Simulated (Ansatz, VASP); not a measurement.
# LiZnI3 in two plane-wave programs

One calculation is typed for both programs; each brings its own data sets. How far apart do they land? The cell is generated by rule, not measured, and may not be a known phase. The two relaxations start from unlike cells of this crystal (the structure described is Ansatz's start), so only their ends are compared.

Method: plane waves, with VASP 6.6.1 beside it; relaxation of cell and atoms at PBEsol, in Ansatz 0.2.0.

The structure was built from a prototype and need not be the compound's stable phase.

## 1. Set-up

Symmetry: Amm2, No. 38, orthorhombic system. The conventional cell has a = 5.567 Å, b = 7.873 Å, c = 7.873 Å, α = 90.00°, β = 90.00°, γ = 90.00°. Nearest to Li lie 1 I at 3.32 Å. Nearest to Zn lie 6 I at 2.78 to 2.79 Å. I has 2 Zn at 2.78 to 2.79 Å nearest. Nearest to I lie 2 Zn at 2.78 Å and 1 Li at 3.32 Å. Farther neighbours and most contacts between anions are not listed.

Coordinates:

```cif
data_structure
_symmetry_space_group_name_H-M 'Amm2'
_symmetry_Int_Tables_number 38
_cell_length_a 5.5672
_cell_length_b 7.8732
_cell_length_c 7.8732
_cell_angle_alpha 90.000
_cell_angle_beta 90.000
_cell_angle_gamma 90.000
_cell_volume 345.09
loop_
_atom_site_label
_atom_site_type_symbol
_atom_site_symmetry_multiplicity
_atom_site_Wyckoff_symbol
_atom_site_fract_x
_atom_site_fract_y
_atom_site_fract_z
_atom_site_occupancy
Li1 Li 2 a 0.00000 0.00000 0.92379 1
Zn1 Zn 2 b 0.50000 0.00000 0.49923 1
I1 I 4 e 0.50000 0.75124 0.75111 1
I2 I 2 a 0.00000 0.00000 0.50235 1
```

## 2. VASP: relaxation of cell and atoms, PBEsol

The relaxed volume is the usual yardstick between codes: in a stiff, nearly cubic crystal its relative difference is about their pressure difference at one cell divided by the bulk modulus.

Lines of VASP's logs that name or quote its potential files are left out, and so is its time.

Contents of INCAR:

```
SYSTEM = LiZnI3
PREC = Accurate
ENCUT = 750
EDIFF = 1E-07
NELM = 120
ISMEAR = 1
SIGMA = 0.2
LREAL = .FALSE.
ALGO = Normal
GGA = PS
NBANDS = 24
LORBIT = 11
LWAVE = .FALSE.
LCHARG = .FALSE.
ISIF = 3
IBRION = 2
NSW = 80
EDIFFG = -0.005
LASPH = .TRUE.
GGA_COMPAT = .FALSE.
NELMIN = 4
EFERMI = MIDGAP
KPAR = 2
```

Contents of POSCAR:

```
LiZnI3
1.0
    4.2090941701      0.0000000000      0.0000000000
    0.0000000000      7.1031173044      1.3729809099
    0.0000000000      1.3729809099      7.1031173044
Li Zn I
1 1 3
Direct
    0.0000000000      0.8214626919      0.8214626919
    0.4999999102      0.4296505773      0.4296505773
    0.4999999102      0.5682902881      0.0460822633
    0.4999999102      0.0460822633      0.5682902881
    0.0000000000      0.5620996527      0.5620996527
```

Contents of KPOINTS:

```
Automatic mesh
0
Gamma
6 6 6
0 0 0
```

The projector-augmented-wave data sets are Li_sv, Zn and I (PBE family, release 64).

Command:

```sh
$ mpirun -np 2 vasp_std
```

Numbers of over 12 decimals in the logs are rounded to 6 here.

The log of the run:

```text
[banner, memory and clock lines left out]
running    2 mpi-ranks, on    1 nodes
 distrk:  each k-point on    1 cores,    2 groups
 distr:  one band on    1 cores,    1 groups

 POSCAR found type information on POSCAR LiZnI
 POSCAR found :  3 types and       5 ions
|                                                                             |
|               ----> ADVICE to this user running VASP <----                  |
|                                                                             |
|     You enforced a specific xc type in the INCAR file but a different       |
|     [... a line on the potential file left out ...]
|     I HOPE YOU KNOW WHAT YOU ARE DOING!                                     |
|                                                                             |

 LDA part: xc-table for (Slater+PW92), standard interpolation
 POSCAR, INCAR and KPOINTS ok, starting setup
 FFT: planning ... GRIDC
 FFT: planning ... GRID_SOFT
 FFT: planning ... GRID
 WAVECAR not read
 entering main loop
       N       E                     dE             d eps       ncg     rms          rms(c)
DAV:   1     0.268897203268E+03    0.26890E+03   -0.17450E+04  2496   0.173E+03
DAV:   2     0.172318487743E+02   -0.25167E+03   -0.24317E+03  3144   0.322E+02
DAV:   3    -0.996316195419E+01   -0.27195E+02   -0.26987E+02  3112   0.994E+01
DAV:   4    -0.129766052743E+02   -0.30134E+01   -0.30013E+01  4880   0.213E+01
DAV:   5    -0.130943137876E+02   -0.11771E+00   -0.11768E+00  3096   0.445E+00    0.576E+00
DAV:   6    -0.126535294792E+02    0.44078E+00   -0.12504E+00  3424   0.313E+01    0.473E+00
DAV:   7    -0.126206842220E+02    0.32845E-01   -0.51654E-01  3264   0.456E+00    0.210E+00
DAV:   8    -0.126250193427E+02   -0.43351E-02   -0.45286E-02  3504   0.176E+00    0.602E-01
DAV:   9    -0.126275184215E+02   -0.24991E-02   -0.64068E-03  3128   0.114E+00    0.280E-01
DAV:  10    -0.126288223662E+02   -0.13039E-02   -0.18100E-03  2896   0.478E-01    0.962E-02
DAV:  11    -0.126293353854E+02   -0.51302E-03   -0.39875E-04  2960   0.150E-01    0.290E-02
DAV:  12    -0.126295061882E+02   -0.17080E-03   -0.11981E-04  2928   0.888E-02    0.135E-02
DAV:  13    -0.126295702421E+02   -0.64054E-04   -0.78170E-05  2688   0.827E-02    0.109E-02
DAV:  14    -0.126295722532E+02   -0.20111E-05   -0.87006E-06  3216   0.202E-02    0.427E-03
DAV:  15    -0.126295729019E+02   -0.64867E-06   -0.22635E-06  2824   0.106E-02    0.243E-03
DAV:  16    -0.126295729535E+02   -0.51577E-07   -0.17684E-07  2608   0.277E-03
   1 F= -.12629573E+02 E0= -.12629573E+02  d E =-.126296E+02
[... from here on, the cycles between the ionic steps are left out ...]
   2 F= -.12630845E+02 E0= -.12630845E+02  d E =-.127246E-02
   6 F= -.12633095E+02 E0= -.12633095E+02  d E =-.906541E-03
   7 F= -.12634863E+02 E0= -.12634863E+02  d E =-.267452E-02
   8 F= -.12635209E+02 E0= -.12635209E+02  d E =-.345626E-03
   9 F= -.12635538E+02 E0= -.12635538E+02  d E =-.674840E-03
  10 F= -.12635666E+02 E0= -.12635666E+02  d E =-.128135E-03
  11 F= -.12635675E+02 E0= -.12635675E+02  d E =-.137307E-03
  12 F= -.12635659E+02 E0= -.12635659E+02  d E =-.120673E-03
  13 F= -.12635676E+02 E0= -.12635676E+02  d E =-.137624E-03
  14 F= -.12635676E+02 E0= -.12635676E+02  d E =-.137755E-03
  15 F= -.12635676E+02 E0= -.12635676E+02  d E =-.137782E-03
 curvature:  -0.56 expect dE=-0.369E-05 dE for cont linesearch -0.149E-07
 ZBRENT: accuracy reached
 trial: gam= 0.10405 g(F)=  0.407E-05 g(S)=  0.251E-05 ort =-0.228E-05 (trialstep = 0.144E+01)
 search vector abs. value=  0.822E-05
 bond charge predicted
       N       E                     dE             d eps       ncg     rms          rms(c)
DAV:   1    -0.126356877195E+02   -0.11924E-04   -0.77356E-04  2496   0.171E-01    0.242E-02
DAV:   2    -0.126356847994E+02    0.29200E-05   -0.54810E-05  3240   0.852E-02    0.118E-02
DAV:   3    -0.126356829798E+02    0.18196E-05   -0.29388E-06  3080   0.156E-02    0.725E-03
DAV:   4    -0.126356824575E+02    0.52236E-06   -0.15047E-06  3144   0.852E-03    0.220E-03
DAV:   5    -0.126356825087E+02   -0.51243E-07   -0.31186E-07  2744   0.358E-03
  16 F= -.12635683E+02 E0= -.12635683E+02  d E =-.676345E-05
 trial-energy change:   -0.000007  1 .order   -0.000006   -0.000009   -0.000004
 step:   2.0036(harm=  2.3532)  dis= 0.00033  next Energy=   -12.635683 (dE=-0.747E-05)
 reached required accuracy - stopping structural energy minimisation
```

OUTCAR, selected parts (step 2):

```text
ion  position               nearest neighbor table
   1  0.000  0.821  0.821-   3 2.86   4 2.86   3 2.86   4 2.86
   2  0.500  0.430  0.430-   3 2.58   4 2.58   5 2.64   5 2.64
   3  0.500  0.568  0.046-   2 2.58   1 2.86   1 2.86
   4  0.500  0.046  0.568-   2 2.58   1 2.86   1 2.86
   5  0.000  0.562  0.562-   2 2.64   2 2.64

  LATTYP: Found a base centered orthorhombic cell.
 ALAT       =     8.1036366033
 B/A-ratio  =     1.4792140415
 C/A-ratio  =     0.5194080604

 Subroutine GETGRP returns: Found  4 space group operations
 (whereof  4 operations were pure point group operations)

The static configuration has the point symmetry C_2v.

 Found     52 irreducible k-points:

   k-points           NKPTS =     52   k-points in BZ     NKDIM =     52   number of bands    NBANDS=     24

   dimension x,y,z NGX =    40 NGY =   70 NGZ =   70
   dimension x,y,z NGXF=    80 NGYF=  140 NGZF=  140

   ENCUT  =  750.0 eV  55.12 Ry    7.42 a.u.   9.40 16.15 16.15*2*pi/ulx,y,z

   NELECT =      36.0000    total number of electrons

 k-points in reciprocal lattice and weights: Automatic mesh
   0.00000000  0.00000000  0.00000000       0.005
   0.16666667  0.00000000  0.00000000       0.009
   0.33333333  0.00000000  0.00000000       0.009
   0.50000000  0.00000000  0.00000000       0.005
   0.00000000  0.16666667  0.00000000       0.019
   0.16666667  0.16666667  0.00000000       0.037
   0.33333333  0.16666667  0.00000000       0.037
   0.50000000  0.16666667  0.00000000       0.019
   0.00000000  0.33333333  0.00000000       0.019
[...]
0.33333333  0.50000000  0.50000000       0.009
   0.50000000  0.50000000  0.50000000       0.005

 average (electrostatic) potential at core
       1 -64.1180       2 -38.3100       3 -94.4216       4 -94.4216       5 -94.9021

 E-fermi :   1.0801

 k-point     1 :       0.0000    0.0000    0.0000
  band No.  band energies     occupation
    ...
     14      -0.3962      2.00000
     15      -0.3726      2.00000
     16      -0.2601      2.00000
     17      -0.1718      2.00000
     18      -0.0720      2.00000
     19       2.2244     -0.00000
     20       4.2941     -0.00000
     21       4.3483     -0.00000
     22       5.6291      0.00000
     23       5.7790      0.00000
    ...

 k-point     2 :       0.1667    0.0000    0.0000
  band No.  band energies     occupation
    ...
     14      -0.9635      2.00000
     15      -0.6858      2.00000
     16      -0.5632      2.00000
     17      -0.3277      2.00000
     18      -0.2384      2.00000
     19       2.9499     -0.00000
     20       4.6343     -0.00000
     21       4.9603     -0.00000
     22       5.5850      0.00000
     23       6.2113      0.00000
    ...

 k-point     3 :       0.3333    0.0000    0.0000
  band No.  band energies     occupation
    ...
     14      -1.8361      2.00000
     15      -1.5627      2.00000
     16      -0.9813      2.00000
     17      -0.6074      2.00000
     18      -0.1509      2.00000
     19       3.6721     -0.00000
     20       5.0732     -0.00000
     21       5.3553      0.00000
     22       6.1400      0.00000
     23       6.4096      0.00000
    ...

  Total       -0.0024724      0.0066179      0.0066179      0.0000000      0.0032545      0.0000000
  in kB       -0.0190391      0.0509628      0.0509628      0.0000000      0.0250621      0.0000000
  external PRESSURE =       0.0276288 kB  Pullay stress =       0.0000000 kB

  energy-cutoff  :      750.00
  volume of cell :      208.05
      direct lattice vectors                 reciprocal lattice vectors
     4.178865057  0.000000000  0.000000000     0.239299424  0.000000000  0.000000000
     0.000000000  7.218756522  1.524233306     0.000000000  0.144992338 -0.030614989
     0.000000000  1.524233306  7.218756522     0.000000000 -0.030614989  0.144992338

 POSITION                                       TOTAL-FORCE (eV/Angst)
 -----------------------------------------------------------------------------------
      0.00000      7.17975      7.17975         0.000000      0.000185      0.000185
      2.08943      3.76072      3.76072         0.000000      0.000681      0.000681
      2.08943      4.17333      1.21278         0.000000      0.003979     -0.002045
      2.08943      1.21278      4.17333         0.000000     -0.002045      0.003979
      0.00000      4.89778      4.89778         0.000000     -0.002799     -0.002799
 -----------------------------------------------------------------------------------
    total drift:                                0.000526      0.000271      0.000271

  FREE ENERGIE OF THE ION-ELECTRON SYSTEM (eV)
  ---------------------------------------------------
  free  energy   TOTEN  =       -12.6356825087 eV

  energy  without entropy=      -12.6356825087  energy(sigma->0) =      -12.63568251

 reached required accuracy - stopping structural energy minimisation

 total charge
# of ion       s       p       d       tot
------------------------------------------
    1        2.008   0.037   0.000   2.045
    2        0.523   0.407   9.790  10.720
    3        1.499   2.814   0.012   4.326
    4        1.499   2.814   0.012   4.326
    5        1.503   2.784   0.017   4.304
--------------------------------------------------
tot          7.032   8.856   9.832  25.720

[... 3 further parts left out ...]
```

CONTCAR:

```
LiZnI3
   1.00000000000000
     4.1788650567635237    0.0000000000000000    0.0000000000000000
     0.0000000000000000    7.2187565217025051    1.5242333058846285
     0.0000000000000000    1.5242333058846285    7.2187565217025051
  Li              Zn              I
     1     1     3
Direct
     0.0000000000000000    0.8212006922588786    0.8212006922588786
     0.4999999102000032    0.4301408285695074    0.4301408285695074
     0.4999999102000032    0.5679718311564961    0.0480768907039561
     0.4999999102000032    0.0480768907039561    0.5679718311564961
     0.0000000000000000    0.5601952306111678    0.5601952306111678
```

Methfessel-Paxton smearing is not meant for a cell with a gap. The run keeps the 4 symmetry operations of its start, so it cannot find a distortion of lower symmetry.

[end of part 1 of 2]

[Lines on the potential files, build, host, timing and source positions are cut from VASP's logs without a mark.]

[Logs are printed without paths, hosts, clocks, repeated set-up lines and the standing remarks that a program may print on its own settings, such as how far it seeks lower states.]

[Hosts, paths, dates, database ids (printed as entryN), source tags and the programs' standing remarks are cut or masked in the printed files.]
